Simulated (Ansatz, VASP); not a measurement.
**Two plane-wave programs on HfHgF**

```
Hf Hg F
1.0
     4.83023    0.00000    0.00000
    -2.41512    4.18310    0.00000
     0.00000    0.00000    3.08108
Hf Hg F
1 1 1
Cartesian
  2.4151 1.3944 1.5405
  0.0000 2.7887 1.5405
  0.0000 0.0000 0.0000
```

Change from the starting cell: species swapped into the BaAlSi type (P-6m2, No. 187).

Alike in both runs: functional PBE; k mesh 6 × 6 × 4; occupations gaussian, width 0.1 eV; no spin polarisation.

Ansatz relaxed the structure, and its values are those at the end. VASP's run is a single point on that final structure, the one shown.

```csv
,VASP,Ansatz
version,VASP 6.6.1,Ansatz 0.2.0
potentials or method,"VASP PAW PBE potentials, release 64 (Hf_pv, Hg, F)","scalar-relativistic, plane waves, PAW"
plane-wave cutoff (eV),520,420
valence electrons in the cell,29,53
```

Ansatz gave:

```
gap on the k mesh at the Fermi level (eV) : none
pressure (GPa)                            : 0.0
```

Problem. What did VASP give for the same quantities?

Solution. gap on the k mesh at the Fermi level (eV): none; pressure (GPa): -0.3.

A gap of «none» marks a metal or a gap that the smearing closes. With one functional, cell and mesh, what is left measures potentials, basis and numerics. The two sets of potentials don't hold the same shells in valence.

Caveats: the k mesh is coarse (spacing up to 0.51 Å⁻¹), so the values aren't converged; an odd number of electrons without spin polarisation forces a metal; a magnetic or distorted state may lie lower. The runs have no spin-orbit coupling, so splittings on Hf, Hg are missing.
